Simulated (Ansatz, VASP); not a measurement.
**Ge (amorphous Ge at 5.66 g/cm^3) in two plane-wave programs**

Aim: how closely do two programs agree when they are given the same cell, functional and k mesh? The cell is taken from a series of runs on this material, whose earlier steps may have relaxed, scaled, displaced or heated it; both programs get it as it stands.

Program: Ansatz 0.2.0. Level of theory: plane waves, with VASP 6.6.1 beside it; PBE. Results are calculated unless marked as measured.

## (1) Set-up

The cell holds 72 atoms: 72 Ge. Its edges and angles: a = 11.536 Å, b = 11.536 Å, c = 11.536 Å, α = 90.0°, β = 90.0°, γ = 90.0°. As first built, before any earlier steps moved the atoms or strained the cell (in the runner's words): 72 atoms (72 Ge) placed at random at 5.66 g/cm^3, melted at 3500 K for 10 ps at fixed volume with the Tersoff potential (Tersoff, Phys. Rev. B 39, 5566 (1989)). Quenched from 3500 K to 300 K at 20 K/ps and fixed volume, annealed at 800 K for 20 ps, held 5 ps, then minimised at fixed cell.

## (2) Ansatz: single point, PBE, pair 1

Ansatz runs on its default PAW (the set named soft_2) files.

A single point takes one fixed geometry, so differences don't come from the geometry; what else differs is listed under the comparison.

The input, input.yaml:

```yaml
crystal:
  lattice:
    - [11.5362, 0.0, 0.0]
    - [0.0, 11.5362, 0.0]
    - [0.0, 0.0, 11.5362]
  atoms:
    - { symbol: Ge, position: [0.99786, 0.81567, 0.73394] }
    - { symbol: Ge, position: [0.8567, 0.50382, 0.51203] }
    - { symbol: Ge, position: [0.81969, 0.6931, 0.64675] }
    - { symbol: Ge, position: [0.33681, 0.20924, 0.37513] }
    - { symbol: Ge, position: [0.44835, 0.1342, 0.53947] }
    - { symbol: Ge, position: [0.22174, 0.03684, 0.34884] }
    - { symbol: Ge, position: [0.95809, 0.84152, 0.25226] }
    - { symbol: Ge, position: [0.96658, 0.83386, 0.46273] }
    - { symbol: Ge, position: [0.86724, 0.33542, 0.84916] }
    - { symbol: Ge, position: [0.05146, 0.32608, 0.72755] }
    - { symbol: Ge, position: [0.64623, 0.88483, 0.84106] }
    - { symbol: Ge, position: [0.46455, 0.90162, 0.7366] }
    - { symbol: Ge, position: [0.96479, 0.13276, 0.46566] }
    - { symbol: Ge, position: [0.01293, 0.3369, 0.51895] }
    - { symbol: Ge, position: [0.29831, 0.76591, 0.5168] }
    - { symbol: Ge, position: [0.41537, 0.47701, 0.40068] }
    - { symbol: Ge, position: [0.71171, 0.20002, 0.7536] }
    - { symbol: Ge, position: [0.52541, 0.20678, 0.86241] }
    - { symbol: Ge, position: [0.63872, 0.68862, 0.29357] }
    - { symbol: Ge, position: [0.36631, 0.21037, 0.71679] }
    - { symbol: Ge, position: [0.00484, 0.83759, 0.95862] }
    - { symbol: Ge, position: [0.38954, 0.70101, 0.70932] }
    - { symbol: Ge, position: [0.75787, 0.08825, 0.4459] }
    - { symbol: Ge, position: [0.77926, 0.89655, 0.55079] }
    - { symbol: Ge, position: [0.35332, 0.90888, 0.24703] }
    - { symbol: Ge, position: [0.69566, 0.46417, 0.81823] }
    - { symbol: Ge, position: [0.29356, 0.71812, 0.30541] }
    - { symbol: Ge, position: [0.47584, 0.91209, 0.52165] }
    - { symbol: Ge, position: [0.80178, 0.00821, 0.73972] }
    - { symbol: Ge, position: [0.34438, 0.9399, 0.03803] }
    - { symbol: Ge, position: [0.27601, 0.93809, 0.83146] }
    - { symbol: Ge, position: [0.50044, 0.63735, 0.88231] }
    - { symbol: Ge, position: [0.45084, 0.59802, 0.22118] }
    - { symbol: Ge, position: [0.745, 0.49199, 0.32918] }
    - { symbol: Ge, position: [0.20928, 0.38952, 0.4168] }
    - { symbol: Ge, position: [0.89409, 0.39986, 0.20476] }
    - { symbol: Ge, position: [0.50374, 0.41936, 0.90958] }
    - { symbol: Ge, position: [0.18792, 0.72659, 0.79724] }
    - { symbol: Ge, position: [0.10239, 0.44686, 0.24005] }
    - { symbol: Ge, position: [0.10005, 0.66672, 0.233] }
    - { symbol: Ge, position: [0.77176, 0.79187, 0.16157] }
    - { symbol: Ge, position: [0.13777, 0.18164, 0.98343] }
    - { symbol: Ge, position: [0.49562, 0.55374, 0.58102] }
    - { symbol: Ge, position: [0.6215, 0.73523, 0.51263] }
    - { symbol: Ge, position: [0.63911, 0.23086, 0.54789] }
    - { symbol: Ge, position: [0.67403, 0.4369, 0.61192] }
    - { symbol: Ge, position: [0.71414, 0.68031, 0.83857] }
    - { symbol: Ge, position: [0.15297, 0.92468, 0.51619] }
    - { symbol: Ge, position: [0.86507, 0.00046, 0.94438] }
    - { symbol: Ge, position: [0.92912, 0.18893, 0.99281] }
    - { symbol: Ge, position: [0.18002, 0.50131, 0.75122] }
    - { symbol: Ge, position: [0.1224, 0.50578, 0.95976] }
    - { symbol: Ge, position: [0.13242, 0.98895, 0.07109] }
    - { symbol: Ge, position: [0.19201, 0.57154, 0.54529] }
    - { symbol: Ge, position: [0.42468, 0.40386, 0.10808] }
    - { symbol: Ge, position: [0.85021, 0.68411, 0.99693] }
    - { symbol: Ge, position: [0.67444, 0.08595, 0.24364] }
    - { symbol: Ge, position: [0.86856, 0.1883, 0.1945] }
    - { symbol: Ge, position: [0.37869, 0.42672, 0.73025] }
    - { symbol: Ge, position: [0.21643, 0.36193, 0.07879] }
    - { symbol: Ge, position: [0.68276, 0.95888, 0.05429] }
    - { symbol: Ge, position: [0.01705, 0.63113, 0.4437] }
    - { symbol: Ge, position: [0.58759, 0.35115, 0.37104] }
    - { symbol: Ge, position: [0.02195, 0.0255, 0.65844] }
    - { symbol: Ge, position: [0.39154, 0.72143, 0.04538] }
    - { symbol: Ge, position: [0.17367, 0.69952, 0.0218] }
    - { symbol: Ge, position: [0.17209, 0.13728, 0.7758] }
    - { symbol: Ge, position: [0.02764, 0.04981, 0.25905] }
    - { symbol: Ge, position: [0.91696, 0.4824, 0.00717] }
    - { symbol: Ge, position: [0.4961, 0.22628, 0.2163] }
    - { symbol: Ge, position: [0.5561, 0.90587, 0.31576] }
    - { symbol: Ge, position: [0.50289, 0.08619, 0.03715] }
kpoints:
  mp_grid: { grid: [1, 1, 1] }
hamiltonian:
  xc: pbe
scf:
  occupations: { method: fermi_dirac, width: 0.025 }
output:
  forces: true
```

On the command line:

```sh
> ansatz run input.yaml --threads 4 --pin off --max-ram 8192MiB --backend cpu --events-out ev --progress --plain --runs-dir out
```

Numbers of over 12 decimals in the logs are rounded to 6 here.

The program printed:

```text
Engine: ansatz 0.2.0, x86_64-unknown-linux-gnu
Pseudopotentials: kind: paw
Pseudopotential: Ge, paw, valence charge 14, recommended cutoff 420 eV (normal), Ge.paw.azcp
Functional definition: PBE
  parameter kappa = 0.804
  parameter beta = 0.066725
  exchange = pbe_x(kappa = kappa, mu = beta*pi^2/3)
  correlation = pbe_c(beta = beta)
Crystal: 72 atoms, lattice volume = 1535.283 Å³
Basis set: ecut = 420 eV, 30047 PW (Γ), exchange–correlation on 160×160×160 points (8 copies of the dense FFT grid, shifted against one another)
Bands: 576, of which v1, the nominal top of the filled ones, is band 504 counted from 1 (503 counted from 0)
Symmetry: 1 space group operations
Space group: P1 (ITA 1), of the structure as read, at distance tolerance 1.2e-4 Å
k-points: 1
Non-local potential: Ge, projectors of the file, l = 0: 2, l = 1: 2, l = 2: 3, l = 3: 1
PAW form: soft (Blöchl's): semilocal exchange-correlation on the pseudo side does not see the compensation charge
PAW one-centre angular grid: Ge, 590 points (default); XC on 64 Gauss nodes
Initial density: superposition of atomic densities (neutral atoms: chi_scale 0, normalization atom), corrected by the library's trained network
Initial wavefunctions: pseudopotential atomic-orbital guess
Functional: x = pbe(κ = 0.804, μ = 0.219515), c = pbe(β = 0.066725)
SCF iter   1: F=—  HF=-309216.296148 eV  |F-HF|=—  |Δ(HF+E_count)|=         —  Δρ=4.43e-3  dr2=1.08e0  ethr=1.77e-3  ⟨swp⟩=6.0  Hψ=2035  notcnv=0
preconditioner: auto → LDOS  [metal: Δε(μ)=0.015 eV  Ē_g=21.477 eV  σ=0.025 eV  W_gap=0.15  n_scr=436 (ndim 8)  ℏωp=30.1 eV  f_vac=0.052  D(μ)=44.57/eV (n_scr^D=304)  β→1.0]
SCF iter   2: F=—  HF=-309216.125538 eV  |F-HF|=—  |Δ(HF+E_count)|=   1.71e-1  Δρ=2.46e-3  dr2=1.61e-1  ethr=1.07e-4  ⟨swp⟩=4.0  Hψ=1205  notcnv=0  defer=55
SCF iter   3: F=—  HF=-309216.093664 eV  |F-HF|=—  |Δ(HF+E_count)|=   3.19e-2  Δρ=9.86e-4  dr2=5.97e-2  ethr=1.60e-5  ⟨swp⟩=2.0  Hψ=1042  notcnv=0  defer=55
SCF iter   4: F=—  HF=-309216.085296 eV  |F-HF|=—  |Δ(HF+E_count)|=   8.37e-3  Δρ=4.73e-4  dr2=1.62e-2  ethr=5.92e-6  ⟨swp⟩=3.0  Hψ=1116  notcnv=0  defer=55
SCF iter   5: F=—  HF=-309216.083446 eV  |F-HF|=—  |Δ(HF+E_count)|=   1.85e-3  Δρ=1.95e-4  dr2=2.24e-3  ethr=1.61e-6  ⟨swp⟩=2.0  Hψ=610  notcnv=0  defer=55
SCF iter   6: F=—  HF=-309216.083080 eV  |F-HF|=—  |Δ(HF+E_count)|=   3.67e-4  Δρ=7.41e-5  dr2=3.01e-4  ethr=2.22e-7  ⟨swp⟩=2.0  Hψ=998  notcnv=0  defer=55
SCF iter   7: F=—  HF=-309216.083079 eV  |F-HF|=—  |Δ(HF+E_count)|=   4.43e-7  Δρ=3.19e-5  dr2=5.17e-5  ethr=2.99e-8  ⟨swp⟩=2.0  Hψ=636  notcnv=0  defer=55
SCF iter   8: F=—  HF=-309216.083170 eV  |F-HF|=—  |Δ(HF+E_count)|=   9.12e-5  Δρ=1.31e-5  dr2=8.43e-6  ethr=5.13e-9  ⟨swp⟩=2.0  Hψ=1016  notcnv=0  defer=55
SCF iter   9: F=—  HF=-309216.083170 eV  |F-HF|=—  |Δ(HF+E_count)|=   5.95e-7  Δρ=6.06e-6  dr2=1.48e-6  ethr=8.36e-10  ⟨swp⟩=2.0  Hψ=1026  notcnv=0  defer=55
SCF iter  10: F=—  HF=-309216.083170 eV  |F-HF|=—  |Δ(HF+E_count)|=   1.24e-7  Δρ=2.63e-6  dr2=2.83e-7  ethr=1.47e-10  ⟨swp⟩=2.0  Hψ=1026  notcnv=0  defer=55
SCF iter  11: F=-309216.083170 eV  HF=-309216.083170 eV  |F-HF|=3.38e-8  |Δ(HF+E_count)|=   2.43e-8  Δρ=1.16e-6  dr2=5.13e-8  ethr=9.92e-12  ⟨swp⟩=4.0  Hψ=1591  notcnv=0
SCF 1 converged in 11 iterations: F = -309216.083170 eV  dr2 = 5.13e-8
  greatest PAW one-centre occupation: 0.998 electrons in one spin orbital (limit 2), on the Ge atom at site 21 (counted from 0), in its partial waves of l = 2
SCF converged after 11 iterations
Free energy (F): -309216.083170 eV
Harris-Foulkes:  -309216.083170 eV  (|F-HF|=3.38e-8)
Internal energy: -309215.990274 eV  (E = F + TS)
E sigma→0 (E₀):  -309216.036722 eV
Entropy (-TS):   -0.092895 eV (-1.290 meV/atom)
Fermi energy:    9.148539 eV
--- Per-component energies (eV) ---
  E_band       = -9983.628071
  E_kinetic    = 8035.896534
  E_local      = -175041.428143  (includes V_loc(G=0)·N_el)
  E_nonlocal   = 30054.451068
  E_hartree    = 76995.561965
  E_xc         = -5458.895510
  E_vxc        = -4672.264029  (∫ρ·V_xc dr)
  E_paw        = -145333.235265  (= ΣΔE_a)
  E_vpaw       = -22351.432799  (= ΣTr[D̂ρ^β])
  E_aug_tail   = 0.021680  (compensation charges beyond the density's cutoff)
  E_ewald      = -98468.362603
  E_smearing   = -0.092895  (= −TS)
  E_closure    = 0.000000  (closes the sum)
  Σ components = -309216.083170   (vs F -309216.083170, Δ=0.00e0)
--- Forces (eV/Å), atoms counted from 1 ---
  atom   1  Ge     0.57825007    -0.22051444     0.30516358
  atom   2  Ge     0.22772823    -0.30512450     0.03008462
  atom   3  Ge     0.12562891    -0.19484972    -0.31551241
  atom   4  Ge    -0.03479171     0.34263622    -0.23830605
  atom   5  Ge     0.06427234    -0.26105946    -0.26238473
  atom   6  Ge    -0.28833089     0.36333607    -0.14924290
  atom   7  Ge    -0.17810710     0.23539794     0.23609918
  atom   8  Ge    -0.33704613    -0.21290088    -0.21397037
  atom   9  Ge     0.37523746    -0.03827162    -0.42402620
  atom  10  Ge    -0.14225140    -0.10909386    -0.26660643
  atom  11  Ge    -0.02651062     0.04887549     0.44597060
  atom  12  Ge     0.40219703     0.09550249    -0.14347686
  atom  13  Ge     0.31050423    -0.01060524     0.10896247
  atom  14  Ge    -0.23303932    -0.00573287    -0.15784575
  atom  15  Ge     0.11136874    -0.17448607    -0.06623900
  atom  16  Ge    -0.39690162    -0.06756740     0.34534569
  atom  17  Ge    -0.20212767     0.11389046     0.08324813
  atom  18  Ge     0.06327713     0.00939942    -0.02440162
  atom  19  Ge     0.22627919    -0.38037250     0.08753404
  atom  20  Ge    -0.37953833     0.04132491     0.06941266
  atom  21  Ge     0.27684427    -0.21230413    -0.65177445
  atom  22  Ge     0.12282721     0.09969685     0.38412105
  atom  23  Ge     0.09106986    -0.07782849    -0.28735373
  atom  24  Ge     0.23834348     0.56710126    -0.28011892
[...]
atom  65  Ge    -0.20465745    -0.03410807    -0.21873414
  atom  66  Ge     0.33765624    -0.16642561     0.10448343
  atom  67  Ge     0.21665663     0.42456813     0.24995610
  atom  68  Ge    -0.27469519    -0.04700017     0.05499184
  atom  69  Ge    -0.02783700    -0.03962951     0.31876863
  atom  70  Ge    -0.10762571    -0.19293562    -0.01273320
  atom  71  Ge     0.04416556     0.07047874    -0.03710602
  atom  72  Ge     0.16175753    -0.16088872     0.03083096
  max |Σ_I F_I| component: 9.64e-6 eV/Å
```

## (3) VASP: single point, PBE, pair 1

The same cell, functional, mesh and smearing now go to VASP, with its own data sets.

Lines of VASP's logs that name or quote its potential files are left out, and so is its time.

The input, INCAR:

```
SYSTEM = Ge
PREC = Accurate
ENCUT = 410
EDIFF = 1E-06
NELM = 120
ISMEAR = -1
SIGMA = 0.025
LREAL = Auto
ALGO = Normal
GGA = PE
NBANDS = 584
LORBIT = 11
LWAVE = .FALSE.
LCHARG = .FALSE.
ISIF = 2
LASPH = .TRUE.
GGA_COMPAT = .FALSE.
NCORE = 2
```

The input, POSCAR:

```
Ge
1.0
   11.5362000000      0.0000000000      0.0000000000
    0.0000000000     11.5362000000      0.0000000000
    0.0000000000      0.0000000000     11.5362000000
Ge
72
Direct
    0.9978600000      0.8156700000      0.7339400000
    0.8567000000      0.5038200000      0.5120300000
    0.8196900000      0.6931000000      0.6467500000
    0.3368100000      0.2092400000      0.3751300000
    0.4483500000      0.1342000000      0.5394700000
    0.2217400000      0.0368400000      0.3488400000
    0.9580900000      0.8415200000      0.2522600000
    0.9665800000      0.8338600000      0.4627300000
    0.8672400000      0.3354200000      0.8491600000
    0.0514600000      0.3260800000      0.7275500000
    0.6462300000      0.8848300000      0.8410600000
    0.4645500000      0.9016200000      0.7366000000
    0.9647900000      0.1327600000      0.4656600000
    0.0129300000      0.3369000000      0.5189500000
    0.2983100000      0.7659100000      0.5168000000
    0.4153700000      0.4770100000      0.4006800000
    0.7117100000      0.2000200000      0.7536000000
    0.5254100000      0.2067800000      0.8624100000
    0.6387200000      0.6886200000      0.2935700000
    0.3663100000      0.2103700000      0.7167900000
    0.0048400000      0.8375900000      0.9586200000
    0.3895400000      0.7010100000      0.7093200000
    0.7578700000      0.0882500000      0.4459000000
    0.7792600000      0.8965500000      0.5507900000
    0.3533200000      0.9088800000      0.2470300000
    0.6956600000      0.4641700000      0.8182300000
    0.2935600000      0.7181200000      0.3054100000
    0.4758400000      0.9120900000      0.5216500000
    0.8017800000      0.0082100000      0.7397200000
    0.3443800000      0.9399000000      0.0380300000
    0.2760100000      0.9380900000      0.8314600000
    0.5004400000      0.6373500000      0.8823100000
    0.4508400000      0.5980200000      0.2211800000
    0.7450000000      0.4919900000      0.3291800000
    0.2092800000      0.3895200000      0.4168000000
    0.8940900000      0.3998600000      0.2047600000
    0.5037400000      0.4193600000      0.9095800000
    0.1879200000      0.7265900000      0.7972400000
    0.1023900000      0.4468600000      0.2400500000
    0.1000500000      0.6667200000      0.2330000000
    0.7717600000      0.7918700000      0.1615700000
    0.1377700000      0.1816400000      0.9834300000
    0.4956200000      0.5537400000      0.5810200000
    0.6215000000      0.7352300000      0.5126300000
    0.6391100000      0.2308600000      0.5478900000
    0.6740300000      0.4369000000      0.6119200000
    0.7141400000      0.6803100000      0.8385700000
    0.1529700000      0.9246800000      0.5161900000
    0.8650700000      0.0004600000      0.9443800000
    0.9291200000      0.1889300000      0.9928100000
    0.1800200000      0.5013100000      0.7512200000
    0.1224000000      0.5057800000      0.9597600000
    0.1324200000      0.9889500000      0.0710900000
    0.1920100000      0.5715400000      0.5452900000
    0.4246800000      0.4038600000      0.1080800000
    0.8502100000      0.6841100000      0.9969300000
    0.6744400000      0.0859500000      0.2436400000
    0.8685600000      0.1883000000      0.1945000000
    0.3786900000      0.4267200000      0.7302500000
    0.2164300000      0.3619300000      0.0787900000
    0.6827600000      0.9588800000      0.0542900000
    0.0170500000      0.6311300000      0.4437000000
    0.5875900000      0.3511500000      0.3710400000
    0.0219500000      0.0255000000      0.6584400000
    0.3915400000      0.7214300000      0.0453800000
    0.1736700000      0.6995200000      0.0218000000
    0.1720900000      0.1372800000      0.7758000000
    0.0276400000      0.0498100000      0.2590500000
    0.9169600000      0.4824000000      0.0071700000
    0.4961000000      0.2262800000      0.2163000000
    0.5561000000      0.9058700000      0.3157600000
    0.5028900000      0.0861900000      0.0371500000
```

The input, KPOINTS:

```
Automatic mesh
0
Gamma
1 1 1
0 0 0
```

Potentials, in the order of the species: Ge_d (PBE family, release 64).

On the command line:

```sh
> mpirun -np 8 vasp_gam
```

The program printed:

```text
[banner, memory and clock lines left out]
running    8 mpi-ranks, on    1 nodes
[...]
LDA part: xc-table for (Slater+PW92), standard interpolation
 POSCAR, INCAR and KPOINTS ok, starting setup
[...]
entering main loop
       N       E                     dE             d eps       ncg     rms          rms(c)
DAV:   1     0.195143726447E+05    0.19514E+05   -0.34987E+05  1184   0.497E+03
DAV:   2     0.461557133584E+04   -0.14899E+05   -0.14329E+05  1168   0.110E+03
DAV:   3     0.633543439766E+03   -0.39820E+04   -0.38216E+04  1168   0.308E+02
DAV:   4    -0.211544612859E+03   -0.84509E+03   -0.76978E+03  1312   0.132E+02
[...]
DAV:  17    -0.302506217865E+03   -0.14941E-04   -0.11467E-04  1272   0.432E-02    0.424E-03
DAV:  18    -0.302506220371E+03   -0.25057E-05   -0.27708E-05  1168   0.357E-02    0.225E-03
DAV:  19    -0.302506220700E+03   -0.32890E-06   -0.40928E-06  1048   0.159E-02
   1 F= -.30250622E+03 E0= -.30245975E+03  d E =-.929317E-01
```

From OUTCAR (step 3):

```text
 POSITION                                       TOTAL-FORCE (eV/Angst)
 -----------------------------------------------------------------------------------
     11.51151      9.40973      8.46688         0.578019     -0.223889      0.307679
      9.88306      5.81217      5.90688         0.227500     -0.307688      0.026452
      9.45611      7.99574      7.46104         0.127461     -0.197695     -0.313100
      3.88551      2.41383      4.32757        -0.037017      0.337214     -0.236964
      5.17226      1.54816      6.22343         0.060344     -0.257974     -0.259660
      2.55804      0.42499      4.02429        -0.285563      0.363679     -0.150779
     11.05272      9.70794      2.91012        -0.179435      0.234952      0.239978
     11.15066      9.61958      5.33815        -0.337073     -0.215195     -0.218450
     10.00465      3.86947      9.79608         0.374914     -0.039824     -0.424989
      0.59365      3.76172      8.39316        -0.142189     -0.107000     -0.268077
      7.45504     10.20758      9.70264        -0.028578      0.047326      0.442991
      5.35914     10.40127      8.49756         0.406435      0.097371     -0.144433
     11.13001      1.53155      5.37195         0.310128     -0.004949      0.109737
      0.14916      3.88655      5.98671        -0.233202     -0.009584     -0.155267
[...]
-----------------------------------------------------------------------------------
    total drift:                                0.007991      0.013171      0.003646

  FREE ENERGIE OF THE ION-ELECTRON SYSTEM (eV)
  ---------------------------------------------------
  free  energy   TOTEN  =      -302.5062206996 eV

  energy  without entropy=     -302.4132890242  energy(sigma->0) =     -302.45975486
```

The run ends at a pressure of 5.82 GPa, with forces up to 0.80 eV/Å.

## (4) Differences

Known differences besides the potentials themselves: the cutoff is 420 eV in Ansatz and 410 eV in VASP (PREC = Accurate, projectors in real space). Total energies have different zeros and are not compared.

Forces on 10 of the 72 atoms, those with the largest forces and the largest differences (eV/Å; atoms numbered as in POSCAR):

| atom | Ansatz x, y, z | VASP x, y, z |
| --- | --- | --- |
| Ge1 | 0.578, -0.221, 0.305 | 0.578, -0.224, 0.308 |
| Ge21 | 0.277, -0.212, -0.652 | 0.274, -0.212, -0.652 |
| Ge24 | 0.238, 0.567, -0.280 | 0.238, 0.570, -0.281 |
| Ge26 | -0.030, 0.090, 0.793 | -0.029, 0.091, 0.790 |
| Ge29 | 0.063, -0.603, -0.028 | 0.062, -0.597, -0.023 |
| Ge32 | 0.175, 0.596, 0.080 | 0.173, 0.598, 0.084 |
| Ge42 | 0.687, 0.238, -0.278 | 0.685, 0.237, -0.276 |
| Ge47 | -0.187, 0.064, 0.039 | -0.182, 0.063, 0.046 |
| Ge52 | 0.404, 0.180, -0.668 | 0.405, 0.180, -0.667 |
| Ge54 | -0.094, -0.089, 0.269 | -0.100, -0.087, 0.272 |

The forces differ by 2.6 meV/Å r.m.s., which is 1.0 % of the r.m.s. force of 0.256 eV/Å (both taken over all components).

(Continued in part 2 of 2.)

[Lines on the potential files, build, host, timing and source positions are cut from VASP's logs without a mark.]

[Logs are printed without paths, hosts, clocks, repeated set-up lines and the standing remarks that a program may print on its own settings, such as how far it seeks lower states.]

[Hosts, paths, dates, database ids (printed as entryN), source tags and the programs' standing remarks are cut or masked in the printed files.]
